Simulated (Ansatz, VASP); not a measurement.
# La2NCl3 (La2NCl3 (Ibam)) in two plane-wave programs, part 2 of 2

One calculation is typed for both programs; each brings its own data sets. How far apart do they land? The structure shown is the end of the Ansatz relaxation below.

VASP 6.6.1 and Ansatz 0.2.0.

So far: Starting point; Ansatz: relaxation, PBEsol.

## 3. VASP: single point, PBEsol

Level of this step: PBEsol; plane waves and PAW (La, N, Cl) (VASP).

The same cell, functional, mesh and smearing now go to VASP, with its own data sets.

Lines of VASP's logs that name or quote its potential files are left out, and so is its time.

INCAR reads:

```
SYSTEM = La2NCl3
PREC = Accurate
ENCUT = 520
EDIFF = 1E-06
NELM = 200
ISMEAR = -1
SIGMA = 0.01
LREAL = Auto
ALGO = Normal
GGA = PS
NBANDS = 1015
LASPH = .TRUE.
LORBIT = 11
LWAVE = .FALSE.
LCHARG = .FALSE.
ISIF = 2
GGA_COMPAT = .FALSE.
EFERMI = MIDGAP
LMAXMIX = 6
```

POSCAR reads:

```
La2NCl3
1.0
    0.0000000000      0.0000000000     18.2089010450
   20.4877439904      0.0000000000      0.0000000000
   -6.8292479968     13.7004806410     -6.0696336817
La N Cl
72 36 108
Direct
    0.1982100000      0.3053900000      0.0946200000
    0.1351300000      0.0279400000      0.4053800000
    0.3017900000      0.2423100000      0.4053800000
    0.0315400000      0.0910200000      0.0946200000
    0.1982100000      0.3053900000      0.5946200000
    0.1351300000      0.0279400000      0.9053800000
    0.3017900000      0.2423100000      0.9053800000
    0.0315400000      0.0910200000      0.5946200000
    0.1982100000      0.6387200000      0.0946200000
    0.1351300000      0.3612800000      0.4053800000
    0.3017900000      0.5756400000      0.4053800000
    0.0315400000      0.4243600000      0.0946200000
    0.1982100000      0.6387200000      0.5946200000
    0.1351300000      0.3612800000      0.9053800000
    0.3017900000      0.5756400000      0.9053800000
    0.0315400000      0.4243600000      0.5946200000
    0.1982100000      0.9720600000      0.0946200000
    0.1351300000      0.6946100000      0.4053800000
    0.3017900000      0.9089800000      0.4053800000
    0.0315400000      0.7576900000      0.0946200000
    0.1982100000      0.9720600000      0.5946200000
    0.1351300000      0.6946100000      0.9053800000
    0.3017900000      0.9089800000      0.9053800000
    0.0315400000      0.7576900000      0.5946200000
    0.5315400000      0.3053900000      0.0946200000
    0.4684600000      0.0279400000      0.4053800000
    0.6351300000      0.2423100000      0.4053800000
    0.3648700000      0.0910200000      0.0946200000
    0.5315400000      0.3053900000      0.5946200000
    0.4684600000      0.0279400000      0.9053800000
[... 180 atom lines left out ...]
    0.7500000000      0.8333300000      0.5000000000
    0.9166700000      0.8333300000      0.5000000000
    0.9347300000      0.9985700000      0.8041800000
    0.7319400000      0.6681000000      0.6958200000
    0.8986100000      0.7957800000      0.6958200000
    0.7680600000      0.8708900000      0.8041800000
```

KPOINTS reads:

```
Automatic mesh
0
Gamma
1 1 1
0 0 0
```

Potentials, in the order of the species: La, N and Cl (PBE family, release 64).

Started as:

```bash
$ export OMP_NUM_THREADS=3
$ mpirun -np 1 vasp_gam
```

Log:

```text
[banner, memory and clock lines left out]
running    1 mpi-ranks, on    1 nodes
[...]
Offloading initialized ...    1 GPUs detected
[...]
|                                                                             |
|               ----> ADVICE to this user running VASP <----                  |
|                                                                             |
|     You enforced a specific xc type in the INCAR file but a different       |
|     [... a line on the potential file left out ...]
|     I HOPE YOU KNOW WHAT YOU ARE DOING!                                     |
|                                                                             |

 LDA part: xc-table for (Slater+PW92), standard interpolation
 POSCAR, INCAR and KPOINTS ok, starting setup
[...]
entering main loop
       N       E                     dE             d eps       ncg     rms          rms(c)
DAV:   1     0.338120727279E+05    0.33812E+05   -0.64582E+05  2174   0.266E+03
DAV:   2     0.152545350297E+05   -0.18558E+05   -0.17399E+05  2294   0.709E+02
DAV:   3     0.566682877455E+04   -0.95877E+04   -0.90719E+04  2454   0.358E+02
DAV:   4     0.511789101540E+03   -0.51550E+04   -0.49828E+04  3206   0.256E+02
[...]
DAV:  27    -0.139469832043E+04    0.16878E-05   -0.28271E-05  2052   0.758E-03    0.100E-02
DAV:  28    -0.139469832014E+04    0.29150E-06   -0.16822E-05  2292   0.584E-03    0.595E-03
DAV:  29    -0.139469832087E+04   -0.72738E-06   -0.54846E-06  1684   0.479E-03
   1 F= -.13946983E+04 E0= -.13946983E+04  d E =0.000000E+00
```

OUTCAR, selected parts (step 3):

```text
  FREE ENERGIE OF THE ION-ELECTRON SYSTEM (eV)
  ---------------------------------------------------
  free  energy   TOTEN  =     -1394.6983208689 eV

  energy  without entropy=    -1394.6983208689  energy(sigma->0) =    -1394.69832087
```

The run ends at a pressure of -0.13 GPa, with forces up to 0.015 eV/Å.

## 4. Side by side

Known differences besides the potentials themselves: the cutoff is 420 eV in Ansatz and 520 eV in VASP (PREC = Accurate, projectors in real space); Ansatz makes its cores anew for this functional, VASP keeps those of its PBE data sets. Total energies have different zeros and are not compared.

Both answers:

```tsv
quantity	Ansatz	VASP	difference
gap on the k mesh (eV)	3.279	3.286	-0.007
```

At this near-relaxed geometry the largest component of a force difference is 14 meV/Å. A gap on the mesh is an upper bound, since the band edges may lie between its points.

## 5. Outcome

- difference in gap on the k mesh (single point, PBEsol): -0.0071 eV

In words: The difference in gap on the k mesh is -0.0071 eV (single point, PBEsol), within the 0.08 eV picked in this series as the mark of a large difference. How closely two codes agree says nothing of how well the functional describes the real material.

[Lines on the potential files, build, host, timing and source positions are cut from VASP's logs without a mark.]

[Logs are printed without paths, hosts, clocks, repeated set-up lines and the standing remarks that a program may print on its own settings, such as how far it seeks lower states.]

[Hosts, paths, dates, database ids (printed as entryN), source tags and the programs' standing remarks are cut or masked in the printed files.]
